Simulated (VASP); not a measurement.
Method: LDA (Ceperley-Alder, Perdew-Zunger), VASP's LDA PAW potentials (set 64) (plane waves; VASP).

A VASP calculation is set up with these files.

**KPOINTS**
```
Regular mesh
0
gamma
12 12 12
0 0 0
```

**INCAR**
```
! general
SYSTEM  = RuAl
PREC    = Accurate
ENCUT   = 500
LREAL   = .False.
LASPH   = .True.

! electronic loop
EDIFF   = 1E-6
NELM    = 100
ALGO    = Normal
LMAXMIX = 4

! smearing
ISMEAR  = 1
SIGMA   = 0.1

! ions
IBRION  = 2
NSW     = 40
ISIF    = 3
EDIFFG  = -0.02
PSTRESS = 100

! output
LWAVE   = .False.
LCHARG  = .False.
```

File POSCAR:
```
RuAl
1
    2.9173334883     0.0000000000     0.0000000000
    0.0000000000     2.9173334883     0.0000000000
   -0.0000000000     0.0000000000     2.9173334883
Al Ru
1 1
Direct
  0.5000000000   0.5000000000   0.5000000000
  0.0000000000   0.0000000000   0.0000000000
```

POTCAR, in this order: Al Ru_pv (LDA.64 set). Program: vasp_std.

The run wrote:

### OSZICAR
```
       N       E                     dE             d eps       ncg     rms          rms(c)
DAV:   1     0.108755156115E+03    0.10876E+03   -0.92289E+03  2032   0.130E+03
DAV:   2    -0.146226974764E+02   -0.12338E+03   -0.11912E+03  2208   0.346E+02
DAV:   3    -0.168446624681E+02   -0.22220E+01   -0.21894E+01  2408   0.478E+01
DAV:   4    -0.168657204344E+02   -0.21058E-01   -0.21046E-01  2292   0.462E+00
DAV:   5    -0.168662855615E+02   -0.56513E-03   -0.56508E-03  2516   0.632E-01    0.145E+01
DAV:   6    -0.162472511343E+02    0.61903E+00   -0.33718E+00  2144   0.215E+01    0.267E+00
DAV:   7    -0.161809067566E+02    0.66344E-01   -0.22881E-01  2148   0.588E+00    0.254E+00
DAV:   8    -0.161602238451E+02    0.20683E-01   -0.19060E-02  2184   0.119E+00    0.228E-01
DAV:   9    -0.161601082453E+02    0.11560E-03   -0.24791E-04  2576   0.135E-01    0.138E-01
DAV:  10    -0.161600956198E+02    0.12626E-04   -0.29185E-05  2396   0.720E-02    0.111E-02
DAV:  11    -0.161600951395E+02    0.48030E-06   -0.17971E-06  1572   0.189E-02
   1 F= -.14610395E+02 E0= -.14610287E+02  d E =-.146104E+02
```

File OUTCAR:
```
------------------------ aborting loop because EDIFF is reached ----------------------------------------
  FORCE on cell =-STRESS in cart. coord.  units (eV):
  Direction    XX          YY          ZZ          XY          YZ          ZX
  --------------------------------------------------------------------------------------
  Total        1.5378092      1.5378092      1.5378092      0.0000000      0.0000000     -0.0000000
  in kB       99.2326994     99.2326994     99.2326994      0.0000000      0.0000000     -0.0000000
  external PRESSURE =      -0.7673006 kB  Pullay stress =     100.0000000 kB
  volume of cell :       24.83
      direct lattice vectors                 reciprocal lattice vectors
     2.917333488  0.000000000  0.000000000     0.342778775  0.000000000  0.000000000
     0.000000000  2.917333488  0.000000000     0.000000000  0.342778775  0.000000000
     0.000000000  0.000000000  2.917333488     0.000000000  0.000000000  0.342778775
 POSITION                                       TOTAL-FORCE (eV/Angst)
 -----------------------------------------------------------------------------------
      1.45867      1.45867      1.45867         0.000000      0.000000      0.000000
      0.00000      0.00000      0.00000         0.000000      0.000000      0.000000
 -----------------------------------------------------------------------------------
    total drift:                                0.000000      0.000000      0.000000
  FREE ENERGIE OF THE ION-ELECTRON SYSTEM (eV)
  ---------------------------------------------------
  free  energy   TOTEN  =       -16.1600951395 eV

  energy  without entropy=      -16.1597701055  energy(sigma->0) =      -16.15998679
  enthalpy is  TOTEN    =       -14.6103950803 eV   P V=        1.5497000592

 reached required accuracy - stopping structural energy minimisation
```
(Selected blocks of OUTCAR.)

The compound is RuAl in the CsCl type structure. It was relaxed first under an external pressure of 10 GPa. The electron count is odd and the run is not spin-polarised, which forces a metal.
